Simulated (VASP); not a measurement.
# FSnCl in VASP: a series of runs, part 2 of 3

VASP 6.6.1. Earlier steps stand in the parts before.

**4. Atomic charges, PBE+TS**

INCAR reads:

```
SYSTEM = SnClF
  PREC = Accurate
  ENCUT = 520
  EDIFF = 1E-7
  ISMEAR = 0
  SIGMA = 0.01
  LREAL = .False.
  LASPH = .True.
  NELM = 80
  ALGO = Normal
  ISIF = 2
  LWAVE = .False.
  LCHARG = .False.
  GGA = PE
  IVDW = 2
  LORBIT = 10
```

KPOINTS reads:

```
Automatic mesh
0
Gamma
  1 1 1
  0 0 0
```

POSCAR reads:

```
SnClF
1.0
   12.0000000000      0.0000000000      0.0000000000
    0.0000000000     12.0000000000      0.0000000000
    0.0000000000      0.0000000000     11.0000000000
F Sn Cl
1 1 1
Direct
    0.3925875000      0.5323375000      0.4446863600
    0.5220791700      0.5885875000      0.5296954500
    0.6095791700      0.4149125000      0.5614954500
```

Potentials or basis: VASP PAW PBE potentials, release 64 (F, Sn_d, Cl).

On the command line:

```sh
cat potpaw_PBE.64/F/POTCAR potpaw_PBE.64/Sn_d/POTCAR potpaw_PBE.64/Cl/POTCAR > POTCAR
mpirun -np 1 vasp_gam > vasp.out
```

OUTCAR:

```text
SYSTEM = SnClF
   PREC = Accurate
   ENCUT = 520
   EDIFF = 1E-7
   ISMEAR = 0
   LREAL = .False.
   LASPH = .True.
   NELM = 80
   ISIF = 2
   GGA = PE
   IVDW = 2
   LORBIT = 10
  IVDW =   2

 ion  position               nearest neighbor table
   1  0.393  0.532  0.445-   2 1.94
   2  0.522  0.589  0.530-   1 1.94   3 2.36
   3  0.610  0.415  0.561-   2 2.36

  LATTYP: Found a simple tetragonal cell.
 ALAT       =    12.0000000000
 C/A-ratio  =     0.9166666667

  Lattice vectors:

 A1 = (  12.0000000000,   0.0000000000,   0.0000000000)
 A2 = (   0.0000000000,  12.0000000000,   0.0000000000)
 A3 = (   0.0000000000,   0.0000000000,  11.0000000000)

Analysis of symmetry for initial positions (statically):
=====================================================================
 Subroutine PRICEL returns:
 Original cell was already a primitive cell.

 Routine SETGRP: Setting up the symmetry group for a
 simple tetragonal supercell.

 Subroutine GETGRP returns: Found  1 space group operations
 (whereof  1 operations were pure point group operations)
 out of a pool of 16 trial point group operations.

The static configuration has the point symmetry C_1 .

Analysis of symmetry for dynamics (positions and initial velocities):
=====================================================================
 Subroutine PRICEL returns:
 Original cell was already a primitive cell.

 Routine SETGRP: Setting up the symmetry group for a
 simple tetragonal supercell.

 Subroutine GETGRP returns: Found  1 space group operations
 (whereof  1 operations were pure point group operations)
 out of a pool of 16 trial point group operations.

The dynamic configuration has the point symmetry C_1 .

 Subroutine INISYM returns: Found  1 space group operations
 (whereof  1 operations are pure point group operations),
 and found     1 'primitive' translations

----------------------------------------------------------------------------------------

                                     Primitive cell

  volume of cell :    1584.0000

  direct lattice vectors                    reciprocal lattice vectors
    12.000000000  0.000000000  0.000000000     0.083333333  0.000000000  0.000000000
     0.000000000 12.000000000  0.000000000     0.000000000  0.083333333  0.000000000
     0.000000000  0.000000000 11.000000000     0.000000000  0.000000000  0.090909091

  length of vectors
    12.000000000 12.000000000 11.000000000     0.083333333  0.083333333  0.090909091

  position of ions in fractional coordinates (direct lattice)
     0.392587500  0.532337500  0.444686360
     0.522079170  0.588587500  0.529695450
     0.609579170  0.414912500  0.561495450

  ion indices of the primitive-cell ions
   primitive index   ion index
                 1           1
                 2           2
                 3           3

----------------------------------------------------------------------------------------

 KPOINTS: Automatic mesh

Automatic generation of k-mesh.
 Grid dimensions read from file:
 generate k-points for:    1    1    1

 Generating k-lattice:

  Cartesian coordinates                     Fractional coordinates (reciprocal lattice)
     0.083333333  0.000000000  0.000000000     1.000000000  0.000000000  0.000000000
     0.000000000  0.083333333  0.000000000     0.000000000  1.000000000  0.000000000
     0.000000000  0.000000000  0.090909091     0.000000000  0.000000000  1.000000000

  Length of vectors
     0.083333333  0.083333333  0.090909091

  Shift w.r.t. Gamma in fractional coordinates (k-lattice)
     0.000000000  0.000000000  0.000000000

 Subroutine IBZKPT returns following result:
 ===========================================

 Found      1 irreducible k-points:

 Following reciprocal coordinates:
            Coordinates               Weight
  0.000000  0.000000  0.000000      1.000000
   k-points           NKPTS =      1   k-points in BZ     NKDIM =      1   number of bands    NBANDS=     18
   number of dos      NEDOS =    301   number of ions     NIONS =      3
   total plane-waves  NPLWV = 680400
   dimension x,y,z NGX =    90 NGY =   90 NGZ =   84
   dimension x,y,z NGXF=   180 NGYF=  180 NGZF=  168
   ions per type =               1   1   1
   NGX,Y,Z   is equivalent  to a cutoff of  12.47, 12.47, 12.70 a.u.
   NGXF,Y,Z  is equivalent  to a cutoff of  24.94, 24.94, 25.39 a.u.
 SYSTEM =  SnClF
   PREC   = accura    normal or accurate (medium, high low for compatibility)
   ISTART =      0    job   : 0-new  1-cont  2-samecut
   ICHARG =      2    charge: 1-file 2-atom 10-const
   ISPIN  =      1    spin polarized calculation?
   LNONCOLLINEAR =      F non collinear calculations
   LSORBIT =      F    spin-orbit coupling
   LASPH  =      T    aspherical Exc in radial PAW
   ENCUT  =  520.0 eV  38.22 Ry    6.18 a.u.  22.31 22.31 20.45*2*pi/ulx,y,z
   NELM   =     80;   NELMIN=  2; NELMDL= -5     # of ELM steps
   EDIFF  = 0.1E-06   stopping-criterion for ELM
   LREAL  =      F    real-space projection
   EDIFFG = 0.1E-05   stopping-criterion for IOM
   NSW    =      0    number of steps for IOM
   IBRION =     -1    ionic relax: 0-MD 1-quasi-New 2-CG
   NFREE  =      0    steps in history (QN), initial steepest desc. (CG)
   ISIF   =      2    stress and relaxation
   ISYM   =      2    0-nonsym 1-usesym 2-fastsym
   POTIM  = 0.5000    time-step for ionic-motion
   TEBEG  =    0.0;   TEEND  =   0.0 temperature during run
   PSTRESS=    0.0 pullay stress
   NELECT =      28.0000    total number of electrons
   NUPDOWN=      -1.0000    fix difference up-down
   EMIN   =  10.00;   EMAX   =-10.00  energy-range for DOS
   EFERMI =   0.00;   METHOD = LEGACY
   ISMEAR =     0;   SIGMA  =   0.01  broadening in eV -4-tet -1-fermi 0-gaus
   EFERMI_NEDOS =   21; number of points for ismear=-14 and -15
   IALGO  =     38    algorithm
   IMIX   =      4    mixing-type and parameters
     AMIX     =   0.40;   BMIX     =  1.00
     AMIX_MAG =   1.60;   BMIX_MAG =  1.00
  volume/ion in A,a.u.               =     528.00      3563.12
  Fermi-wavevector in a.u.,A,eV,Ry     =   0.426458  0.805888  2.474437  0.181866
  Thomas-Fermi vector in A             =   1.392489
   LORBIT       =     10    0 simple, 1 ext, 2 COOP (PROOUT), +10 PAW based schemes
   GGA     = PE    functional components
   LHFCALC =     F    Hartree Fock is set to
   AEXX    =    0.0000 exact exchange contribution
   IVDW    =     2    specifies the selected vdW correction
   LEPSILON=     F    determine dielectric tensor
   LRPA    =     F    only Hartree local field effects (RPA)
 non-spin polarized calculation
 Gauss-broadening in eV      SIGMA  =   0.01
  energy-cutoff  :      520.00
  volume of cell :     1584.00
 maximum number of plane-waves:     21371
 NGX is ok and might be reduce to    90
   NGX = 45   NGY = 45   NGZ = 41

 number of electron      28.0000010 magnetization

 Free energy of the ion-electron system (eV)
  ---------------------------------------------------
  ext. energy  EPLUGINS =         0.00000000
  ---------------------------------------------------
  free energy    TOTEN  =       -11.32101611 eV

  energy without entropy =      -11.32101611  energy(sigma->0) =      -11.32101611

 E-fermi :  -6.7688     XC(G=0):  -0.8547

 val. band max:       -6.8289570425   @ k =   0.0000   0.0000   0.0000
 cond. band min:      -3.3032763298   @ k =   0.0000   0.0000   0.0000
 fundamental gap:      3.5256807127
 Fermi energy:        -6.7688235251

 k-point     1 :       0.0000    0.0000    0.0000
  band No.  band energies     occupation
      1     -28.3033      2.00000
      2     -26.5129      2.00000
      3     -26.4445      2.00000
      4     -26.3879      2.00000
      5     -26.2041      2.00000
      6     -25.6634      2.00000
[... 10 lines left out ...]
     17      -0.8743      0.00000
     18      -0.1506      0.00000

------------------------ aborting loop because EDIFF is reached ----------------------------------------

  Hirshfeld charges:
            ion         q(e)
   ------------------------------
      1     F       -0.29634072
      2     Sn       0.51900427
      3     Cl      -0.22266355

  Tkatchenko/Scheffler method for vdW energy calculation

  Number of pair interactions contributing to vdW energy:    1944

  Edisp (eV):   -0.00615

  FORCE on cell =-STRESS in cart. coord.  units (eV):
  Direction    XX          YY          ZZ          XY          YZ          ZX
  --------------------------------------------------------------------------------------
  -------------------------------------------------------------------------------------
  Total       1.13393     0.74749     0.32896     0.08623     0.14273     0.67691
  in kB       1.14694     0.75607     0.33274     0.08722     0.14437     0.68468
  external pressure =        0.75 kB  Pullay stress =        0.00 kB

 VOLUME and BASIS-vectors are now :
 -----------------------------------------------------------------------------
  energy-cutoff  :      520.00
  volume of cell :     1584.00
      direct lattice vectors                 reciprocal lattice vectors
    12.000000000  0.000000000  0.000000000     0.083333333  0.000000000  0.000000000
     0.000000000 12.000000000  0.000000000     0.000000000  0.083333333  0.000000000
     0.000000000  0.000000000 11.000000000     0.000000000  0.000000000  0.090909091

 POSITION                                       TOTAL-FORCE (eV/Angst)
 -----------------------------------------------------------------------------------
      4.71105      6.38805      4.89155        -0.657146     -0.269463     -0.396959
      6.26495      7.06305      5.82665         0.485732      0.587675      0.336509
      7.31495      4.97895      6.17645         0.171414     -0.318211      0.060450
 -----------------------------------------------------------------------------------
    total drift:                               -0.001027     -0.001218     -0.000589

  FREE ENERGIE OF THE ION-ELECTRON SYSTEM (eV)
  ---------------------------------------------------
  free  energy   TOTEN  =       -11.3271700327 eV

  energy  without entropy=      -11.3271700327  energy(sigma->0) =      -11.32717003

 total charge

# of ion       s       p       d       tot
------------------------------------------
    1        1.747   4.317   0.000   6.064
    2        1.328   0.765  10.065  12.157
    3        1.607   3.507   0.000   5.114
--------------------------------------------------
tot          4.681   8.589  10.065  23.335
```

OSZICAR:

```text
N       E                     dE             d eps       ncg     rms          rms(c)
DAV:   1     0.267556010342E+03    0.26756E+03   -0.86817E+03    44   0.931E+02
DAV:   2     0.890292137671E+02   -0.17853E+03   -0.17527E+03    46   0.222E+02
DAV:   3    -0.334699821130E+01   -0.92376E+02   -0.91394E+02    56   0.120E+02
[... 18 lines left out ...]
DAV:  22    -0.113210148978E+02   -0.57190E-05   -0.22945E-07    28   0.237E-03    0.337E-04
DAV:  23    -0.113210152947E+02   -0.39683E-06   -0.23524E-08    36   0.124E-03    0.213E-04
DAV:  24    -0.113210158095E+02   -0.51480E-06   -0.80507E-09    28   0.554E-04    0.808E-05
DAV:  25    -0.113210160779E+02   -0.26841E-06   -0.10664E-08    36   0.416E-04    0.899E-05
DAV:  26    -0.113210161139E+02   -0.36018E-07    0.32130E-09    36   0.185E-04
   1 F= -.11327170E+02 E0= -.11327170E+02  d E =-.111471E-17
```

stdout:

```text
POSCAR found type information on POSCAR F SnCl
 POSCAR found :  3 types and       3 ions
 scaLAPACK will be used
 LDA part: xc-table for (Slater+PW92), standard interpolation
 POSCAR, INCAR and KPOINTS ok, starting setup
 FFT: planning ... GRIDC
 FFT: planning ... GRID_SOFT
 FFT: planning ... GRID
 WAVECAR not read
 entering main loop
 augmentation electrons   28.0264776936290
 total        electrons   28.0264776936290
 augmentation electrons   137.068748154208
 total        electrons   137.068748154208
 augmentation electrons   7.66373619929173
 soft         electrons   20.3627425386219
 total        electrons   28.0264787379137
 translations:           1           1           1
```

Wall time 2.3 min (1 thread of Intel Xeon Platinum 8559C (Emerald Rapids), shared host); peak memory 1.2 GiB.

What came out:

```yaml
Free_energy: -11.3272 eV
Largest_force: 0.833 eV/Å
Gap_between_the_frontier_levels: 3.53 eV
Valence_electrons_inside_the_program's_atomic_spheres: F 6.06; Sn 12.16; Cl 5.11
Hirshfeld_charges: F -0.30; Sn +0.52; Cl -0.22 e
Dispersion_energy_per_atom: -0.002 eV
```

Forces in eV/Å, atoms in the order of the input:
```
F   -0.657 -0.269 -0.397
Sn   0.486  0.588  0.337
Cl   0.171 -0.318  0.060
```

Caveat: spin-orbit coupling is left out, which moves the levels of the heavy elements.

**5. Electron localisation function, PBE**

INCAR reads:

```
SYSTEM = SnClF
PREC = Accurate
ENCUT = 520
EDIFF = 1E-7
ISMEAR = 0
SIGMA = 0.01
LREAL = .FALSE.
LASPH = .TRUE.
NELM = 80
ALGO = Fast
ISIF = 2
LWAVE = .FALSE.
LCHARG = .TRUE.
GGA = PE
LELF = .TRUE.
```

KPOINTS reads:

```
Automatic mesh
0
G
  1 1 1
  0 0 0
```

POSCAR is that of step 4.

On the command line:

```sh
cat potpaw_PBE.64/F/POTCAR potpaw_PBE.64/Sn_d/POTCAR potpaw_PBE.64/Cl/POTCAR > POTCAR
mpirun -np 1 vasp_gam > vasp.out
```

It took 2.2 min on 1 thread of Intel Xeon Platinum 8559C (Emerald Rapids), shared host; peak memory 1.2 GiB.

Results (log left out):

```
Free energy                     : -11.3210 eV
Largest force                   : 0.833 eV/Å
Gap between the frontier levels : 3.53 eV
```

Forces in eV/Å, atoms in the order of the input:
```
F   -0.648 -0.274 -0.392
Sn   0.486  0.587  0.336
Cl   0.162 -0.313  0.056
```

Levels at points of the mesh, in eV from the valence-band top:
| k point | band 10 | band 11 | band 12 | band 13 | band 14 | band 15 | band 16 | band 17 | band 18 |
| --- | --- | --- | --- | --- | --- | --- | --- | --- | --- |
| (0.00, 0.00, 0.00) | -2.00 | -1.87 | -0.70 | -0.51 | 0.00 | 3.53 | 5.63 | 5.95 | 6.68 |

Caveat: spin-orbit coupling is left out, which moves the levels of the heavy elements. Expect the measured gap to be larger: semilocal functionals such as PBE lack the derivative discontinuity.

(Continued in part 3 of 3.)
